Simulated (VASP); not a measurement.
Input:

```xyz
4
Lattice="1.2453 -2.1569 0.0000 1.2453 2.1569 0.0000 0.0000 0.0000 6.7769" Properties=species:S:1:pos:R:3 pbc="T T T"
C      0.0000     0.0000     1.6942
C      0.0000     0.0000     5.0827
C      1.2453     0.7190     1.6942
C      1.2453    -0.7190     5.0827
```

These are PBE GGA with D3 dispersion (Becke-Johnson damping), VASP's PBE PAW potentials (set 64) (plane waves; VASP) values and carry that method's errors. Numerical set-up: 520 eV cut-off, 10×10×4 Γ-centred mesh, Gaussian smearing of 0.050 eV, potentials C.

Q: The ions and cell shape at fixed volume are relaxed. Give the cell that the relaxation ends in.

A: 
```xyz
4
Lattice="1.2337 -2.1369 0.0000 1.2337 2.1369 0.0000 0.0000 0.0000 6.9045" Properties=species:S:1:pos:R:3 pbc="T T T"
C      0.0000     0.0000     1.7261
C      0.0000     0.0000     5.1784
C      1.2337     0.7123     1.7261
C      1.2337    -0.7123     5.1784
```
Space group P6_3/mmc (194), at a tolerance of 0.03 Å.

Q: How much energy does the relaxation gain?

A: The energy (σ→0) changes by -6.5 meV/atom, in 3 ionic steps.

```csv
step,E(σ→0) (eV),max force (eV/Å),pressure (GPa),volume (Å³)
1,-37.4495,0.000,-8.13,36.40
2,-37.4746,0.000,0.78,36.40
3,-37.4755,0.000,-0.65,36.40
```

The compound is C in the graphite structure. This cell is one point of a volume scan, at 1.03 of the reference volume. Symmetry was kept, so distortions that lower it aren't found.
